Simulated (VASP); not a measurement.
OSZICAR of a VASP run on KCl (space group Fm-3m):

File OSZICAR:
```
       N       E                     dE             d eps       ncg     rms          rms(c)
DAV:   1     0.790086380797E+02    0.79009E+02   -0.54198E+03   840   0.782E+02
DAV:   2    -0.261088261097E+01   -0.81620E+02   -0.76802E+02  1184   0.226E+02
DAV:   3    -0.662312754542E+01   -0.40122E+01   -0.39973E+01  1072   0.472E+01
DAV:   4    -0.673899408273E+01   -0.11587E+00   -0.11574E+00  1380   0.773E+00
DAV:   5    -0.674054261494E+01   -0.15485E-02   -0.15485E-02  1100   0.775E-01    0.336E+00
DAV:   6    -0.644408952874E+01    0.29645E+00   -0.56215E-01  1008   0.409E+00    0.279E+00
DAV:   7    -0.643899760322E+01    0.50919E-02   -0.16474E-01  1052   0.243E+00    0.161E+00
DAV:   8    -0.646292801833E+01   -0.23930E-01   -0.30020E-02  1004   0.141E+00    0.203E-01
DAV:   9    -0.646474964394E+01   -0.18216E-02   -0.19484E-03  1096   0.300E-01    0.127E-01
DAV:  10    -0.646626799154E+01   -0.15183E-02   -0.20707E-03   920   0.330E-01    0.286E-02
DAV:  11    -0.646628948354E+01   -0.21492E-04   -0.48093E-05  1216   0.441E-02    0.110E-02
DAV:  12    -0.646630309306E+01   -0.13610E-04   -0.23088E-05  1000   0.348E-02    0.112E-02
DAV:  13    -0.646630219577E+01    0.89729E-06   -0.17100E-06  1116   0.939E-03
   1 F= -.64663022E+01 E0= -.64663022E+01  d E =-.158788E-88
```

Task: Which electronic solver shows in the log?

Result: It is blocked Davidson (ALGO = Normal, or the opening steps of other solvers). The INCAR had ALGO = Normal.

Task: Can the final energy be trusted as converged?

Result: The calculation finished and met its thresholds. It stopped with EDIFF = 1E-6, NELM = 100 (revPBE GGA, plane waves, VASP's PBE PAW potentials (set 64)).

The structure comes from a computed database's KCl entry; how it stands against other phases isn't given here. The cell was not relaxed at this level.
